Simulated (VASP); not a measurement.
For cubic KI (space group Fm-3m), PBE GGA, VASP's PBE PAW potentials (set 64) (VASP 6.6.1) gives ε∞ = 2.84, a static ε₀ = 5.53 and a transverse optical mode at 95 cm⁻¹.

Question: Estimate the longitudinal optical frequency at Γ.

Answer: By the Lyddane-Sachs-Teller relation, ω_LO = ω_TO √(ε₀/ε∞) = 95 × √(5.53/2.84) = 133 cm⁻¹.

The structure comes from a computed database's KI entry; how it stands against other phases isn't given here. The cell was not relaxed at this level. The run is one of a series of settings (EDIFF = 1E-8, IBRION = 8, LEPSILON = .TRUE., NSW = 1 against the base run), some of them coarse on purpose.
